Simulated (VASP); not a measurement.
# Sr2SO (P4/mmm) in VASP: single point with HSE(alpha, omega)

Aim: the single point of Sr2SO with HSE(alpha, omega).

Everything below comes from runs of VASP 6.6.1. Logs are shortened: lines on timing, memory, paths and dates and some standing lists are left out, and cuts for length are marked.

### Step 1. The structure

Symmetry: P4/mmm, No. 123, tetragonal system. The conventional cell has a = 4.043 Å, b = 4.043 Å, c = 5.718 Å, α = 90.00°, β = 90.00°, γ = 90.00°. Sr (site symmetry 4/mmm) is surrounded by 2 O at 2.86 Å and 4 S at 2.86 Å. Around Sr (site symmetry 4/mmm) lie 2 S at 2.86 Å and 4 O at 2.86 Å. S (site symmetry 4/mmm) has 6 Sr at 2.86 Å as nearest neighbours. Around O (site symmetry 4/mmm) lie 6 Sr at 2.86 Å.

The cell comes from a database or a generator and needn't be the stable form of this composition.

### Step 2. Single point, HSE(alpha, omega)

Contents of POSCAR:

```
Sr2SO
1.0
    4.0432370000      0.0000000000      0.0000000000
    0.0000000000      4.0432370000      0.0000000000
    0.0000000000      0.0000000000      5.7180000000
Sr S O
2 1 1
Direct
    0.5000000000      0.5000000000      0.5000000000
    0.0000000000      0.0000000000      0.0000000000
    0.0000000000      0.0000000000      0.5000000000
    0.5000000000      0.5000000000      0.0000000000
```

Contents of INCAR.step1:

```
SYSTEM = Sr2SO
PREC     = Accurate       ! precision mode
ENCUT    = 520            ! plane-wave cutoff, eV
EDIFF    = 1E-5           ! SCF threshold, eV
ISMEAR   = -1             ! smearing method
SIGMA    = 0.05           ! smearing width, eV
LREAL    = .FALSE.        ! projectors in reciprocal space
LASPH    = .TRUE.         ! aspherical terms in the spheres
NELM     = 80             ! most SCF steps
ALGO     = Normal         ! electronic algorithm
ISIF     = 2              ! what is computed and relaxed
LWAVE    = .TRUE.         ! write WAVECAR
LCHARG   = .FALSE.        ! write CHGCAR
NBANDS   = 24             ! bands
GGA      = PE             ! functional
```

Contents of INCAR.step2:

```
SYSTEM = Sr2SO
PREC     = Accurate       ! precision mode
ENCUT    = 520            ! plane-wave cutoff, eV
EDIFF    = 1E-7           ! SCF threshold, eV
ISMEAR   = -1             ! smearing method
SIGMA    = 0.05           ! smearing width, eV
LREAL    = .FALSE.        ! projectors in reciprocal space
LASPH    = .TRUE.         ! aspherical terms in the spheres
NELM     = 80             ! most SCF steps
ALGO     = Normal         ! electronic algorithm
ISIF     = 2              ! what is computed and relaxed
LWAVE    = .FALSE.        ! write WAVECAR
LCHARG   = .FALSE.        ! write CHGCAR
GGA      = PE             ! functional
LHFCALC  = .TRUE.         ! exact exchange
HFSCREEN = 0.2            ! screening, 1/A
AEXX     = 0.15           ! exact-exchange fraction
PRECFOCK = Fast         
NBANDS   = 24             ! bands
ISTART   = 1
```

Contents of KPOINTS:

```
regular mesh
0
G
  4 4 3
  0 0 0
```

Potentials or basis: VASP PAW PBE potentials, release 64 (Sr_sv, S, O).

Run with:

```console
> cat potpaw_PBE.64/Sr_sv/POTCAR potpaw_PBE.64/S/POTCAR potpaw_PBE.64/O/POTCAR > POTCAR
> cp INCAR.step1 INCAR
> mpirun -np 1 vasp_std > vasp.out
> cp INCAR.step2 INCAR
> mpirun -np 1 vasp_std > vasp.out
```

OUTCAR:

```text
SYSTEM = Sr2SO
   PREC = Accurate
   ENCUT = 520
   EDIFF = 1E-7
   ISMEAR = -1
   LREAL = .FALSE.
   LASPH = .TRUE.
   NELM = 80
   ISIF = 2
   GGA = PE
   LHFCALC = .TRUE.
   HFSCREEN = 0.2
   AEXX = 0.15
   PRECFOCK = Fast
   ISTART = 1

 ion  position               nearest neighbor table
   1  0.500  0.500  0.500-   4 2.86   4 2.86   3 2.86   3 2.86   3 2.86   3 2.86   2 4.04   2 4.04
                             2 4.04   2 4.04   2 4.04   2 4.04   2 4.04   2 4.04
   2  0.000  0.000  0.000-   3 2.86   3 2.86   4 2.86   4 2.86   4 2.86   4 2.86   1 4.04   1 4.04
                             1 4.04   1 4.04   1 4.04   1 4.04   1 4.04   1 4.04
   3  0.000  0.000  0.500-   2 2.86   2 2.86   1 2.86   1 2.86   1 2.86   1 2.86
   4  0.500  0.500  0.000-   1 2.86   1 2.86   2 2.86   2 2.86   2 2.86   2 2.86

  LATTYP: Found a simple tetragonal cell.
 ALAT       =     4.0432370000
 C/A-ratio  =     1.4142134137

  Lattice vectors:

 A1 = (   4.0432370000,   0.0000000000,   0.0000000000)
 A2 = (   0.0000000000,   4.0432370000,   0.0000000000)
 A3 = (   0.0000000000,   0.0000000000,   5.7180000000)

Analysis of symmetry for initial positions (statically):
=====================================================================
 Subroutine PRICEL returns:
 Original cell was already a primitive cell.

 Routine SETGRP: Setting up the symmetry group for a
 simple tetragonal supercell.

 Subroutine GETGRP returns: Found 16 space group operations
 (whereof 16 operations were pure point group operations)
 out of a pool of 16 trial point group operations.

The static configuration has the point symmetry D_4h.

Analysis of symmetry for dynamics (positions and initial velocities):
=====================================================================
 Subroutine PRICEL returns:
 Original cell was already a primitive cell.

 Routine SETGRP: Setting up the symmetry group for a
 simple tetragonal supercell.

 Subroutine GETGRP returns: Found 16 space group operations
 (whereof 16 operations were pure point group operations)
 out of a pool of 16 trial point group operations.

The dynamic configuration has the point symmetry D_4h.

 Subroutine INISYM returns: Found 16 space group operations
 (whereof 16 operations are pure point group operations),
 and found     1 'primitive' translations

----------------------------------------------------------------------------------------

                                     Primitive cell

  volume of cell :      93.4765

  direct lattice vectors                    reciprocal lattice vectors
     4.043237000  0.000000000  0.000000000     0.247326585  0.000000000  0.000000000
     0.000000000  4.043237000  0.000000000     0.000000000  0.247326585  0.000000000
     0.000000000  0.000000000  5.718000000     0.000000000  0.000000000  0.174886324

  length of vectors
     4.043237000  4.043237000  5.718000000     0.247326585  0.247326585  0.174886324

  position of ions in fractional coordinates (direct lattice)
     0.500000000  0.500000000  0.500000000
     0.000000000  0.000000000  0.000000000
     0.000000000  0.000000000  0.500000000
     0.500000000  0.500000000  0.000000000

  ion indices of the primitive-cell ions
   primitive index   ion index
                 1           1
                 2           2
                 3           3
                 4           4

----------------------------------------------------------------------------------------

 KPOINTS: regular mesh

Automatic generation of k-mesh.
 Grid dimensions read from file:
 generate k-points for:    4    4    3

 Generating k-lattice:

  Cartesian coordinates                     Fractional coordinates (reciprocal lattice)
     0.061831646  0.000000000  0.000000000     0.250000000  0.000000000  0.000000000
     0.000000000  0.061831646  0.000000000     0.000000000  0.250000000  0.000000000
     0.000000000  0.000000000  0.058295441     0.000000000  0.000000000  0.333333333

  Length of vectors
     0.061831646  0.061831646  0.058295441

  Shift w.r.t. Gamma in fractional coordinates (k-lattice)
     0.000000000  0.000000000  0.000000000

 Subroutine IBZKPT returns following result:
 ===========================================

 Found     12 irreducible k-points:

 Following reciprocal coordinates:
            Coordinates               Weight
  0.000000  0.000000  0.000000      1.000000
  0.250000  0.000000  0.000000      4.000000
  0.500000  0.000000  0.000000      2.000000
  0.250000  0.250000  0.000000      4.000000
  0.500000  0.250000  0.000000      4.000000
  0.500000  0.500000  0.000000      1.000000
  0.000000  0.000000  0.333333      2.000000
  0.250000  0.000000  0.333333      8.000000
  0.500000  0.000000  0.333333      4.000000
  0.250000  0.250000  0.333333      8.000000
  0.500000  0.250000  0.333333      8.000000
  0.500000  0.500000  0.333333      2.000000
   k-points           NKPTS =     12   k-points in BZ     NKDIM =     48   number of bands    NBANDS=     24
   number of dos      NEDOS =    301   number of ions     NIONS =      4
   total plane-waves  NPLWV =  43200
   dimension x,y,z NGX =    30 NGY =   30 NGZ =   48
   dimension x,y,z NGXF=    60 NGYF=   60 NGZF=   96
   ions per type =               2   1   1
   NGX,Y,Z   is equivalent  to a cutoff of  12.34, 12.34, 13.96 a.u.
   NGXF,Y,Z  is equivalent  to a cutoff of  24.67, 24.67, 27.91 a.u.
 SYSTEM =  Sr2SO
   PREC   = accura    normal or accurate (medium, high low for compatibility)
   ISTART =      1    job   : 0-new  1-cont  2-samecut
   ICHARG =      0    charge: 1-file 2-atom 10-const
   ISPIN  =      1    spin polarized calculation?
   LNONCOLLINEAR =      F non collinear calculations
   LSORBIT =      F    spin-orbit coupling
   LASPH  =      T    aspherical Exc in radial PAW
   ENCUT  =  520.0 eV  38.22 Ry    6.18 a.u.   7.52  7.52 10.63*2*pi/ulx,y,z
   NELM   =     80;   NELMIN=  2; NELMDL=  0     # of ELM steps
   EDIFF  = 0.1E-06   stopping-criterion for ELM
   LREAL  =      F    real-space projection
   EDIFFG = 0.1E-05   stopping-criterion for IOM
   NSW    =      0    number of steps for IOM
   IBRION =     -1    ionic relax: 0-MD 1-quasi-New 2-CG
   NFREE  =      0    steps in history (QN), initial steepest desc. (CG)
   ISIF   =      2    stress and relaxation
   ISYM   =      3    0-nonsym 1-usesym 2-fastsym
   POTIM  = 0.5000    time-step for ionic-motion
   TEBEG  =    0.0;   TEEND  =   0.0 temperature during run
   PSTRESS=    0.0 pullay stress
   NELECT =      32.0000    total number of electrons
   NUPDOWN=      -1.0000    fix difference up-down
   EMIN   =  10.00;   EMAX   =-10.00  energy-range for DOS
   EFERMI =   0.00;   METHOD = LEGACY
   ISMEAR =    -1;   SIGMA  =   0.05  broadening in eV -4-tet -1-fermi 0-gaus
   EFERMI_NEDOS =   21; number of points for ismear=-14 and -15
   IALGO  =     38    algorithm
   IMIX   =      1    mixing-type and parameters
     AMIX     =   0.40;   BMIX     =  1.00
     AMIX_MAG =   1.60;   BMIX_MAG =  1.00
  volume/ion in A,a.u.               =      23.37       157.70
  Fermi-wavevector in a.u.,A,eV,Ry     =   1.145225  2.164161 17.844574  1.311539
  Thomas-Fermi vector in A             =   2.281914
   LORBIT       =      0    0 simple, 1 ext, 2 COOP (PROOUT), +10 PAW based schemes
   GGA     = PE    functional components
   LHFCALC =     T    Hartree Fock is set to
   PRECFOCK=fast      Normal, Fast or Accurate (Low or Medium for compatibility)
   ENCUT4O =  -1.0   cutoff for four orbital integrals eV
   NKREDX  =     1    reduce k-point grid by
   NKREDY  =     1    reduce k-point grid by
   NKREDZ  =     1    reduce k-point grid by
   AEXX    =    0.1500 exact exchange contribution
   HFSCREEN=    0.2000 screening length (either q_TF or 0.3 A-1)
   HFSCREENC=   0.2000 screening length for correlation (either q_TF or 0.3 A-1)
   ENCUTFOCK=  -1.0 apply spherical cutoff to Coloumb kernel
   IVDW    =     0    specifies the selected vdW correction
   LEPSILON=     F    determine dielectric tensor
   LRPA    =     F    only Hartree local field effects (RPA)
 non-spin polarized calculation
  energy-cutoff  :      520.00
  volume of cell :       93.48
 maximum number of plane-waves:      2533
  NGX = 18; NGY = 18; NGZ = 28

 number of electron      31.9999994 magnetization

 Free energy of the ion-electron system (eV)
  ---------------------------------------------------
  ext. energy  EPLUGINS =         0.00000000
  ---------------------------------------------------
  free energy    TOTEN  =       -23.25573007 eV

  energy without entropy =      -23.25573007  energy(sigma->0) =      -23.25573007

 E-fermi :   2.4070     XC(G=0):  -8.1853

 val. band max:        1.3067374641   @ k =   0.0000   0.0000   0.0000
 cond. band min:       4.2204661252   @ k =   0.0000   0.0000   0.0000
 fundamental gap:      2.9137286611
 Fermi energy:         2.4070456175

 k-point     1 :       0.0000    0.0000    0.0000
  band No.  band energies     occupation
      1     -33.5040      2.00000
      2     -33.4327      2.00000
      3     -15.0604      2.00000
      4     -14.7991      2.00000
      5     -14.7991      2.00000
      6     -14.5946      2.00000
[... 16 lines left out ...]
     23       7.5863      0.00000
     24       9.1722      0.00000

 k-point     2 :       0.2500    0.0000    0.0000
  band No.  band energies     occupation
      1     -33.4938      2.00000
      2     -33.4301      2.00000
      3     -15.0882      2.00000
      4     -15.0108      2.00000
      5     -15.0048      2.00000
      6     -14.7579      2.00000
[... 16 lines left out ...]
     23       8.9766      0.00000
     24       9.2055      0.00000

 k-point     3 :       0.5000    0.0000    0.0000
  band No.  band energies     occupation
      1     -33.4831      2.00000
      2     -33.4280      2.00000
      3     -15.3154      2.00000
      4     -15.2604      2.00000
      5     -14.9345      2.00000
      6     -14.7090      2.00000
[... 16 lines left out ...]
     23       8.8748      0.00000
     24       9.2866      0.00000

 k-point     4 :       0.2500    0.2500    0.0000
  band No.  band energies     occupation
      1     -33.4859      2.00000
      2     -33.4257      2.00000
      3     -15.0703      2.00000
      4     -14.9934      2.00000
      5     -14.9669      2.00000
      6     -14.9271      2.00000
[... 16 lines left out ...]
     23       9.0609      0.00000
     24       9.4474      0.00000

 k-point     5 :       0.5000    0.2500    0.0000
  band No.  band energies     occupation
      1     -33.4779      2.00000
      2     -33.4214      2.00000
      3     -15.1504      2.00000
      4     -15.1415      2.00000
      5     -14.9236      2.00000
      6     -14.8356      2.00000
[... 127 lines left out ...]
 k-point    10 :       0.2500    0.2500    0.3333
  band No.  band energies     occupation
      1     -33.4837      2.00000
      2     -33.4275      2.00000
      3     -15.2581      2.00000
      4     -15.2345      2.00000
      5     -14.8941      2.00000
      6     -14.7676      2.00000
[... 16 lines left out ...]
     23       9.2241      0.00000
     24       9.6279      0.00000

 k-point    11 :       0.5000    0.2500    0.3333
  band No.  band energies     occupation
      1     -33.4776      2.00000
      2     -33.4213      2.00000
      3     -15.2981      2.00000
      4     -15.2862      2.00000
      5     -14.8561      2.00000
      6     -14.8299      2.00000
[... 16 lines left out ...]
     23      10.1064      0.00000
     24      10.2056      0.00000

 k-point    12 :       0.5000    0.5000    0.3333
  band No.  band energies     occupation
      1     -33.4725      2.00000
      2     -33.4147      2.00000
      3     -15.0130      2.00000
      4     -15.0130      2.00000
      5     -15.0013      2.00000
      6     -14.9304      2.00000
[... 16 lines left out ...]
     23       9.6722      0.00000
     24      10.7968      0.00000

------------------------ aborting loop because EDIFF is reached ----------------------------------------

  FORCE on cell =-STRESS in cart. coord.  units (eV):
  Direction    XX          YY          ZZ          XY          YZ          ZX
  --------------------------------------------------------------------------------------
  -------------------------------------------------------------------------------------
  Total       -0.3624634     -0.3624634     -0.2821535      0.0000000     -0.0000000      0.0000000
  in kB       -6.2125832     -6.2125832     -4.8360802      0.0000000     -0.0000000      0.0000000
  external PRESSURE =      -5.7537488 kB  Pullay stress =       0.0000000 kB

 VOLUME and BASIS-vectors are now :
 -----------------------------------------------------------------------------
  energy-cutoff  :      520.00
  volume of cell :       93.48
      direct lattice vectors                 reciprocal lattice vectors
     4.043237000  0.000000000  0.000000000     0.247326585  0.000000000  0.000000000
     0.000000000  4.043237000  0.000000000     0.000000000  0.247326585  0.000000000
     0.000000000  0.000000000  5.718000000     0.000000000  0.000000000  0.174886324

 POSITION                                       TOTAL-FORCE (eV/Angst)
 -----------------------------------------------------------------------------------
      2.02162      2.02162      2.85900         0.000000      0.000000      0.000000
      0.00000      0.00000      0.00000         0.000000      0.000000      0.000000
      0.00000      0.00000      2.85900         0.000000      0.000000      0.000000
      2.02162      2.02162      0.00000         0.000000      0.000000      0.000000
 -----------------------------------------------------------------------------------
    total drift:                               -0.000000     -0.000000     -0.000000

  FREE ENERGIE OF THE ION-ELECTRON SYSTEM (eV)
  ---------------------------------------------------
  free  energy   TOTEN  =       -23.2557300718 eV

  energy  without entropy=      -23.2557300718  energy(sigma->0) =      -23.25573007
```

Run time: 21 min. Hardware: 1 thread of Intel Xeon Platinum 8488C (Sapphire Rapids), shared host; peak memory 0.33 GiB.

Results:

```
Free energy            : -23.2557 eV
Pressure               : -0.6 GPa
Band gap on the k mesh : 2.91 eV, direct
```

Stress tensor (GPa, compression positive):
```
-0.62  0.00  0.00
 0.00 -0.62  0.00
 0.00  0.00 -0.48
```

Caveat: the PAW data sets were made with another functional, which shifts forces and pressure a little; an odd mesh through Γ misses points on the zone boundary, where band edges often lie.

### Step 3. For comparison

An earlier run on the cell as given: functional PBE; potentials or basis VASP PAW PBE potentials, release 64 (Sr_sv, S, O); cutoff 520 eV; k mesh 7 × 7 × 5; occupations fermi-dirac, width 0.05 eV; no spin polarisation.

* Pressure: 0.0 GPa
* Band gap on the k mesh: 2.19 eV, direct
